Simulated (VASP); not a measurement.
LaPb3:

```
La Pb
1.0
     4.89300    0.00000    0.00000
     0.00000    4.89300    0.00000
     0.00000    0.00000    4.89300
La Pb
1 3
Cartesian
  0.0000 0.0000 0.0000
  0.0000 2.4465 2.4465
  2.4465 0.0000 2.4465
  2.4465 2.4465 0.0000
```

Base run:

```yaml
Program: VASP 6.6.1
Functional: LDA
Potentials_or_basis: VASP PAW LDA potentials, release 64 (La, Pb_d)
Cutoff: 520 eV
k_mesh: 5 × 5 × 5
Occupations: gaussian, width 0.05 eV
Spin: no spin polarisation
```

Its results: band gap on the k mesh none (metal or under the smearing width); pressure -2.0 GPa.

Problem. The run is repeated on the same cell with these changes: k mesh from 5 × 5 × 5 to 2 × 2 × 2. What comes out?

Solution. Band gap on the k mesh none (metal or under the smearing width); pressure 0.3 GPa.

Caveats: some runs use coarse meshes.
